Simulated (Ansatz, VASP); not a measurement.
# ReS2: VASP beside Ansatz, part 2 of 2

Aim: how closely do two programs agree when they are given the same cell, functional and k mesh? The structure shown is the end of the Ansatz relaxation below.

VASP 6.6.1 and Ansatz 0.2.0.

So far: Starting point; Ansatz: relaxation, LDA.

## (3) VASP: single point, LDA

Level of this step: LDA, no spin polarisation; plane waves and PAW (Re, S) (VASP).

The same cell, functional (in two slightly different forms), mesh and smearing now go to VASP, with its own data sets.

Lines of VASP's logs that name or quote its potential files are left out, and so is its time.

Contents of INCAR:

```
SYSTEM = ReS2
PREC = Accurate
ENCUT = 600
EDIFF = 1E-06
NELM = 120
ISMEAR = -1
SIGMA = 0.02
LREAL = .FALSE.
ALGO = Normal
GGA = CA
NBANDS = 100
LASPH = .TRUE.
LORBIT = 11
LWAVE = .FALSE.
LCHARG = .FALSE.
ISIF = 2
GGA_COMPAT = .FALSE.
EFERMI = MIDGAP
KPAR = 4
```

Contents of POSCAR:

```
ReS2
1.0
    6.1841563603     -0.0098675076     -0.0219026287
    3.0281007202      5.5021000889      0.0287098118
    0.0778731186      3.3462780409     10.9846831260
Re S
8 16
Direct
    0.1894195930      0.0639956221      0.2471090889
    0.3105798115      0.4360042352      0.2528908678
    0.7620255939      0.0350028007      0.2487827929
    0.6894201885      0.5639957648      0.7471091322
    0.8105804070      0.9360043779      0.7528909111
    0.2620263420      0.5350032080      0.7487828292
    0.7379736580      0.4649967920      0.2512171708
    0.2379744061      0.9649971993      0.7512172071
    0.8997060632      0.7235219021      0.1405098038
    0.6050566008      0.7753978907      0.8920018055
    0.3575194808      0.7652614786      0.1274462295
    0.1489334837      0.7114810901      0.9072303898
    0.3510669553      0.7885193144      0.5927696222
    0.1424801418      0.7347385734      0.3725536902
    0.6424805192      0.2347385214      0.8725537705
    0.8575198582      0.2652614266      0.6274463098
    0.1050561146      0.2753979609      0.3920017883
    0.6002933141      0.7764778998      0.3594901849
    0.1002939368      0.2764780979      0.8594901962
    0.3997066859      0.2235221002      0.6405098151
    0.8510665163      0.2885189099      0.0927696102
    0.6489330447      0.2114806856      0.4072303778
    0.3949433992      0.2246021093      0.1079981945
    0.8949438854      0.7246020391      0.6079982117
```

Contents of KPOINTS:

```
Automatic mesh
0
Gamma
6 6 2
0 0 0
```

The projector-augmented-wave data sets are Re and S (LDA family, release 64).

Run with:

```sh
$ mpirun -np 4 vasp_std
```

Numbers of over 12 decimals in the logs are rounded to 6 here.

The program printed:

```text
[banner, memory and clock lines left out]
running    4 mpi-ranks, on    1 nodes
 distrk:  each k-point on    1 cores,    4 groups
 distr:  one band on    1 cores,    1 groups

 POSCAR found type information on POSCAR ReS
 POSCAR found :  2 types and      24 ions
|                                                                             |
|               ----> ADVICE to this user running VASP <----                  |
|                                                                             |
|     You have a (more or less) 'large supercell' and for larger cells it     |
|     might be more efficient to use real-space projection operators.         |
|     Therefore, try LREAL= Auto in the INCAR file.                           |
|     Mind: For very accurate calculation, you might also keep the            |
|     reciprocal projection scheme (i.e. LREAL=.FALSE.).                      |
|                                                                             |

 LDA part: xc-table for (Slater(with rela. corr.)+CA(PZ))
 , standard interpolation
 POSCAR, INCAR and KPOINTS ok, starting setup
 FFT: planning ... GRIDC
 FFT: planning ... GRID_SOFT
 FFT: planning ... GRID
 WAVECAR not read
 entering main loop
       N       E                     dE             d eps       ncg     rms          rms(c)
DAV:   1     0.199132565251E+04    0.19913E+04   -0.62883E+04  8368   0.161E+03
DAV:   2     0.116943442420E+03   -0.18744E+04   -0.17168E+04 11344   0.746E+02
DAV:   3    -0.177050710006E+03   -0.29399E+03   -0.27256E+03 13760   0.275E+02
DAV:   4    -0.206695956124E+03   -0.29645E+02   -0.28713E+02 14040   0.997E+01
DAV:   5    -0.208734616092E+03   -0.20387E+01   -0.20018E+01 13936   0.272E+01    0.118E+02
DAV:   6    -0.201024602803E+03    0.77100E+01   -0.29589E+01 15424   0.379E+01    0.443E+01
DAV:   7    -0.200149001475E+03    0.87560E+00   -0.15519E+01 15080   0.240E+01    0.296E+01
DAV:   8    -0.199154881303E+03    0.99412E+00   -0.20753E+00 14648   0.122E+01    0.325E+00
DAV:   9    -0.199134150008E+03    0.20731E-01   -0.69495E-01 14920   0.411E+00    0.169E+00
DAV:  10    -0.199124352263E+03    0.97977E-02   -0.88151E-02 13712   0.237E+00    0.183E+00
DAV:  11    -0.199123181359E+03    0.11709E-02   -0.85825E-03 13880   0.691E-01    0.106E+00
DAV:  12    -0.199122860009E+03    0.32135E-03   -0.43722E-03 14400   0.361E-01    0.263E-01
DAV:  13    -0.199122296310E+03    0.56370E-03   -0.21034E-03 14160   0.394E-01    0.251E-01
DAV:  14    -0.199122250513E+03    0.45796E-04   -0.30447E-04 14032   0.125E-01    0.127E-01
DAV:  15    -0.199122231034E+03    0.19479E-04   -0.65092E-05 14816   0.450E-02    0.709E-02
DAV:  16    -0.199122225270E+03    0.57641E-05   -0.19803E-05 13624   0.235E-02    0.468E-02
DAV:  17    -0.199122224594E+03    0.67585E-06   -0.40485E-06  8904   0.127E-02
   1 F= -.19912222E+03 E0= -.19912222E+03  d E =-.284984E-08
```

OUTCAR, selected parts (step 3):

```text
ion  position               nearest neighbor table
   1  0.189  0.064  0.247-  17 2.30  21 2.32  14 2.33  23 2.36  18 2.40  11 2.44   7 2.73   3 2.73
                             2 2.79
   2  0.311  0.436  0.253-  23 2.30  22 2.32  11 2.33  17 2.36   9 2.40  14 2.44   3 2.73   7 2.73
                             1 2.79
   3  0.762  0.035  0.249-  22 2.31  21 2.32  14 2.34  23 2.37  18 2.39   9 2.40   7 2.64   2 2.73
                             1 2.73
   4  0.689  0.564  0.747-  10 2.30  13 2.32  15 2.33  24 2.36  19 2.40  16 2.44   8 2.73   6 2.73
                             5 2.79
   5  0.811  0.936  0.753-  24 2.30  12 2.32  16 2.33  10 2.36  20 2.40  15 2.44   6 2.73   8 2.73
                             4 2.79
   6  0.262  0.535  0.749-  12 2.31  13 2.32  15 2.34  24 2.37  19 2.39  20 2.40   8 2.64   5 2.73
                             4 2.73
   7  0.738  0.465  0.251-  21 2.31  22 2.32  11 2.34  17 2.37   9 2.39  18 2.40   3 2.64   1 2.73
                             2 2.73
   8  0.238  0.965  0.751-  13 2.31  12 2.32  16 2.34  10 2.37  20 2.39  19 2.40   6 2.64   4 2.73
                             5 2.73
   9  0.900  0.724  0.141-   7 2.39   2 2.40   3 2.40
  10  0.605  0.775  0.892-   4 2.30   5 2.36   8 2.37
  11  0.358  0.765  0.127-   2 2.33   7 2.34   1 2.44
  12  0.149  0.711  0.907-   6 2.31   5 2.32   8 2.32
  13  0.351  0.789  0.593-   8 2.31   4 2.32   6 2.32
  14  0.142  0.735  0.373-   1 2.33   3 2.34   2 2.44
  15  0.642  0.235  0.873-   4 2.33   6 2.34   5 2.44
  16  0.858  0.265  0.627-   5 2.33   8 2.34   4 2.44
  17  0.105  0.275  0.392-   1 2.30   2 2.36   7 2.37
  18  0.600  0.776  0.359-   3 2.39   1 2.40   7 2.40
  19  0.100  0.276  0.859-   6 2.39   4 2.40   8 2.40
  20  0.400  0.224  0.641-   8 2.39   5 2.40   6 2.40
  21  0.851  0.289  0.093-   7 2.31   1 2.32   3 2.32
  22  0.649  0.211  0.407-   3 2.31   2 2.32   7 2.32
  23  0.395  0.225  0.108-   2 2.30   1 2.36   3 2.37
  24  0.895  0.725  0.608-   5 2.30   4 2.36   6 2.37

  LATTYP: Found a triclinic cell.
 ALAT       =     6.2803919952
 B/A-ratio  =     0.9846842401
 C/A-ratio  =     1.8284418545
 COS(alpha) =     0.0029284790
 COS(beta)  =     0.2629337060
 COS(gamma) =     0.4807338538

 Subroutine GETGRP returns: Found  2 space group operations
 (whereof  2 operations were pure point group operations)

The static configuration has the point symmetry S_2 .

 Found     40 irreducible k-points:

   k-points           NKPTS =     40   k-points in BZ     NKDIM =     40   number of bands    NBANDS=    100

   dimension x,y,z NGX =    50 NGY =   50 NGZ =   96
   dimension x,y,z NGXF=   100 NGYF=  100 NGZF=  192

   ENCUT  =  600.0 eV  44.10 Ry    6.64 a.u.  12.35 12.54 22.94*2*pi/ulx,y,z

   NELECT =     152.0000    total number of electrons

 k-points in reciprocal lattice and weights: Automatic mesh
   0.00000000  0.00000000  0.00000000       0.014
   0.16666667 -0.00000000 -0.00000000       0.028
   0.33333333 -0.00000000 -0.00000000       0.028
   0.50000000  0.00000000 -0.00000000       0.014
  -0.00000000  0.16666667  0.00000000       0.028
   0.16666667  0.16666667  0.00000000       0.028
   0.33333333  0.16666667 -0.00000000       0.028
   0.50000000  0.16666667 -0.00000000       0.028
  -0.33333333  0.16666667  0.00000000       0.028
[...]
0.33333333  0.50000000  0.50000000       0.028
   0.50000000  0.50000000  0.50000000       0.014

 average (electrostatic) potential at core
       1 -40.3281       2 -40.3281       3 -40.3620       4 -40.3281       5 -40.3281
       6 -40.3619       7 -40.3619       8 -40.3620       9 -84.4408      10 -85.0259
      11 -84.7757      12 -85.0854      13 -85.0853      14 -84.7757      15 -84.7757
      16 -84.7757      17 -85.0259      18 -84.4408      19 -84.4408      20 -84.4408
      21 -85.0854      22 -85.0853      23 -85.0259      24 -85.0259

 E-fermi :   8.0135

 k-point     1 :       0.0000    0.0000    0.0000
  band No.  band energies     occupation
    ...
     72       6.8606      2.00000
     73       6.9732      2.00000
     74       7.0891      2.00000
     75       7.3744      2.00000
     76       7.5261      2.00000
     77       8.5758      0.00000
     78       8.9287      0.00000
     79       9.2345      0.00000
     80       9.2553      0.00000
     81       9.3586      0.00000
    ...

 k-point     2 :       0.1667   -0.0000   -0.0000
  band No.  band energies     occupation
    ...
     72       6.7349      2.00000
     73       7.0170      2.00000
     74       7.1774      2.00000
     75       7.2821      2.00000
     76       7.4776      2.00000
     77       8.8077      0.00000
     78       8.9834      0.00000
     79       9.0237      0.00000
     80       9.2780      0.00000
     81       9.2849      0.00000
    ...

 k-point     3 :       0.3333   -0.0000   -0.0000
  band No.  band energies     occupation
    ...
     72       6.5165      2.00000
     73       6.8545      2.00000
     74       6.9617      2.00000
     75       7.1156      2.00000
     76       7.2278      2.00000
     77       8.6739      0.00000
     78       9.0572      0.00000
     79       9.1236      0.00000
     80       9.1245      0.00000
     81       9.2409      0.00000
    ...

  Total       26.7616961     26.8200039     26.7511054     -0.0489490     -0.0978197     -0.0099632
  in kB      114.8640308    115.1142942    114.8185744     -0.2100945     -0.4198523     -0.0427629
  external PRESSURE =     114.9322998 kB  Pullay stress =       0.0000000 kB

  energy-cutoff  :      600.00
  volume of cell :      373.28
      direct lattice vectors                 reciprocal lattice vectors
     6.184156360 -0.009867508 -0.021902629     0.161653447 -0.089102214  0.025997320
     3.028100720  5.502100089  0.028709812     0.000094028  0.181986317 -0.055439390
     0.077873119  3.346278041 10.984683126     0.000322079 -0.000653307  0.091232587

 POSITION                                       TOTAL-FORCE (eV/Angst)
 -----------------------------------------------------------------------------------
      1.38443      1.17714      2.71210         0.021731     -0.025922     -0.005992
      3.26063      3.24212      2.78364        -0.021731      0.025922      0.005992
      4.83785      1.01757      2.71711        -0.015107     -0.051452     -0.006409
      6.02950      5.59639      8.20785         0.021731     -0.025922     -0.005992
      7.90570      7.66137      8.27939        -0.021731      0.025922      0.005992
      3.29877      5.44669      8.23476        -0.015107     -0.051452     -0.006409
      5.99136      3.39182      2.75673         0.015107      0.051452      0.006409
      4.45228      7.82094      8.27438         0.015107      0.051452      0.006409
      7.76576      4.44220      1.54452         0.004850      0.009529     -0.093801
      6.15921      7.24523      9.80737         0.004404      0.039334      0.158216
      4.53817      4.63349      1.41410        -0.003395      0.055431     -0.117316
      3.14611      6.94902      9.98280        -0.002842     -0.002441      0.199529
      4.60493      6.31862      6.52634         0.002842      0.002441     -0.199529
      3.13499      5.28787      4.11036         0.003395     -0.055431      0.117316
      4.75196      4.20502      9.57739         0.003395     -0.055431      0.117316
      6.15514      3.55064      6.88113        -0.003395      0.055431     -0.117316
      1.51414      2.82598      4.31162         0.004404      0.039334      0.158216
      6.09156      5.46929      3.95803        -0.004850     -0.009529      0.093801
      1.52437      4.39631      9.44697        -0.004850     -0.009529      0.093801
      3.19857      3.36922      7.03346         0.004850      0.009529     -0.093801
      6.14402      1.88949      1.00869         0.002842      0.002441     -0.199529
      4.68520      2.51989      4.46515        -0.002842     -0.002441      0.199529
      3.13092      1.59328      1.18412        -0.004404     -0.039334     -0.158216
      7.77599      6.01253      6.67987        -0.004404     -0.039334     -0.158216
 -----------------------------------------------------------------------------------
    total drift:                                0.000000      0.000000     -0.000000

  FREE ENERGIE OF THE ION-ELECTRON SYSTEM (eV)
  ---------------------------------------------------
  free  energy   TOTEN  =      -199.1222245941 eV

  energy  without entropy=     -199.1222245912  energy(sigma->0) =     -199.12222459

 total charge
# of ion       s       p       d       tot
------------------------------------------
    1        0.571   0.731   5.083   6.385
    2        0.571   0.731   5.083   6.385
    3        0.580   0.755   5.089   6.424
    4        0.571   0.731   5.083   6.385
    5        0.571   0.731   5.083   6.385
    6        0.580   0.755   5.089   6.424
    7        0.580   0.755   5.089   6.424
    8        0.580   0.755   5.089   6.424
    9        1.349   2.384   0.000   3.732
   10        1.369   2.338   0.000   3.707
   11        1.360   2.357   0.000   3.717
   12        1.376   2.334   0.000   3.710
   13        1.376   2.334   0.000   3.710
   14        1.360   2.357   0.000   3.717
   15        1.360   2.357   0.000   3.717
   16        1.360   2.357   0.000   3.717
   17        1.369   2.338   0.000   3.707
   18        1.349   2.384   0.000   3.732
   19        1.349   2.384   0.000   3.732
   20        1.349   2.384   0.000   3.732
   21        1.376   2.334   0.000   3.710
   22        1.376   2.334   0.000   3.710
   23        1.369   2.338   0.000   3.707
   24        1.369   2.338   0.000   3.707
--------------------------------------------------
tot         26.416  43.595  40.689 110.700

[... 3 further parts left out ...]
```

This run has no spin polarisation, so a moment on Re, if there is one, isn't seen. The data set Re keeps the semicore shell frozen, which is cheaper and a little less accurate.

## (4) Comparison

Known differences besides the potentials themselves: the two LDA forms differ slightly; the data sets hold 216 valence electrons in Ansatz (on its default PAW (the set named soft_2) files) and 152 in VASP; the cutoff is 550 eV in Ansatz and 600 eV in VASP; VASP's log shows a relativistic correction to its local exchange, Ansatz's none. Total energies have different zeros and are not compared.

Both answers:

```
              quantity  Ansatz   VASP  difference
        pressure (GPa)    9.98  11.49       -1.51
gap on the k mesh (eV)   0.660  0.661       0.000
```

Forces on 7 of the 24 atoms, those with the largest forces and the largest differences (eV/Å; atoms numbered as in POSCAR):

```
atom          Ansatz x, y, z            VASP x, y, z
 S10     0.001, 0.001, 0.001     0.004, 0.039, 0.158
 S12    0.000, -0.001, 0.001   -0.003, -0.002, 0.200
 S13    0.000, 0.001, -0.001    0.003, 0.002, -0.200
 S17     0.001, 0.001, 0.000     0.004, 0.039, 0.158
 S21    0.000, 0.001, -0.001    0.003, 0.002, -0.200
 S22    0.000, -0.001, 0.001   -0.003, -0.002, 0.200
 S23  -0.001, -0.001, -0.001  -0.004, -0.039, -0.158
```

The forces differ by 73 meV/Å r.m.s., where the r.m.s. force is 0.001 eV/Å in Ansatz and 0.073 eV/Å in VASP: the atoms lie near their places of rest in Ansatz, so a percentage would say little (all taken over all components). A gap on the mesh is an upper bound, since the band edges may lie between its points; neither run holds spin-orbit coupling, which can move the band edges of a compound of Re.

## (5) What came out

| Quantity | Value |
| --- | --- |
| r.m.s. force difference (single point, LDA) | 73 meV/Å |
| difference in pressure (single point, LDA) | -1.5 GPa |

The r.m.s. force difference is 73 meV/Å (single point, LDA), beyond the 12 meV/Å picked in this series as the mark of a large difference. The data sets hold unlike numbers of valence electrons (216 in Ansatz and 152 in VASP), so part of the differences comes from the potentials. By the marks of this series, far apart in the single point, LDA pair: the r.m.s. force difference, 73 meV/Å and the difference in pressure, -1.5 GPa. What causes the difference of the single point, LDA pair stays open here. How closely two codes agree says nothing of how well the functional describes the real material.

[Lines on the potential files, build, host, timing and source positions are cut from VASP's logs without a mark.]

[Logs are printed without paths, hosts, clocks, repeated set-up lines and the standing remarks that a program may print on its own settings, such as how far it seeks lower states.]

[Hosts, paths, dates, database ids (printed as entryN), source tags and the programs' standing remarks are cut or masked in the printed files.]
